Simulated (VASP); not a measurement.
Here is a VASP 6.6.1 calculation.

INCAR

```
SYSTEM = GaP
PREC = Accurate ; ENCUT = 300
EDIFF = 1E-7 ; ISMEAR = 0
SIGMA = 0.02 ; LREAL = .FALSE.
LASPH = .TRUE. ; NELM = 100
ALGO = Normal ; ISIF = 2
LWAVE = .FALSE. ; LCHARG = .FALSE.
GGA = PE ; NBANDS = 16
```

The input KPOINTS:

```
regular mesh
0
G
  8 8 8
  0 0 0
```

Contents of POSCAR:

```
GaP
1.0
    0.0000000000      2.7252500000      2.7252500000
    2.7252500000      0.0000000000      2.7252500000
    2.7252500000      2.7252500000      0.0000000000
Ga P
1 1
Direct
    0.0000000000      0.0000000000      0.0000000000
    0.2500000000      0.2500000000      0.2500000000
```

Potentials or basis: VASP PAW PBE potentials, release 64 (Ga_d, P).

Run with:

```bash
$ cat potpaw_PBE.64/Ga_d/POTCAR potpaw_PBE.64/P/POTCAR > POTCAR
$ mpirun -np 1 vasp_std > vasp.out
```

Task: What does it give for the band gap on the k mesh?

Result: 1.64 eV, indirect (least direct gap 1.83 eV).

**The experiment to reproduce.**

“Stacking defects in GaP nanowires: Electronic structure and optical properties”, 2018, arxiv:1810.01194 quotes, for a bulk crystal of GaP at 10 K: band gap 2.34 eV (indirect).

Measured gap of GaP: 2.34 eV (indirect; 10 K; quoted in “Stacking defects in GaP nanowires: Electronic structure and optical properties”, 2018, arxiv:1810.01194). This calculation gives 1.64 eV (-0.70 eV). Spin-orbit coupling on Ga is left out. The value is that of PBE on a finite k mesh, which can miss the band edges, without temperature or zero-point motion. Semilocal functionals fall short of measured gaps as a rule.
